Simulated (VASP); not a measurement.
Here is a VASP 6.6.1 calculation.

The input POSCAR:

```
RbZn
1.0
    3.6732286309      0.0000000000      0.0000000000
    0.0000000000      3.6732286309      0.0000000000
    0.0000000000      0.0000000000      3.6732286309
Rb Zn
1 1
Direct
    0.0000000000      0.0000000000      0.0000000000
    0.5000000000      0.5000000000      0.5000000000
```

The input INCAR.step1:

```
ALGO = Normal ; EDIFF = 1E-4
ENCUT = 520 ; GGA = PE
ISMEAR = -1 ; LASPH = T
LCHARG = F ; LREAL = F
LWAVE = T ; NBANDS = 18
NELM = 100 ; PREC = Accurate
SIGMA = 0.05
```

The input INCAR.step2:

```
ALGO = Normal ; EDIFF = 1E-6
ENCUT = 520 ; ISIF = 2
ISMEAR = -1 ; ISTART = 1
LASPH = T ; LCHARG = T
LELF = T ; LMIXTAU = T
LREAL = F ; LVHAR = T
LWAVE = F ; METAGGA = R2SCAN
NBANDS = 18 ; NELM = 100
PREC = Accurate ; SIGMA = 0.05
```

File KPOINTS:

```
k-points
0
Gamma
  9 9 9
```

Potentials or basis: VASP PAW PBE potentials, release 64 (Rb_sv, Zn).

The run is started by

```sh
$ cat potpaw_PBE.64/Rb_sv/POTCAR potpaw_PBE.64/Zn/POTCAR > POTCAR
$ cp INCAR.step1 INCAR
$ mpirun -np 1 vasp_std > vasp.out
$ cp INCAR.step2 INCAR
$ mpirun -np 1 vasp_std > vasp.out
```

(1) What does it give for the pressure?

(2) Estimate the band gap on the k mesh.

Results:

(1) 11.8 GPa.

(2) none (metal or under the smearing width).

Caveat: the PAW data sets were made with another functional, which shifts forces and pressure a little.
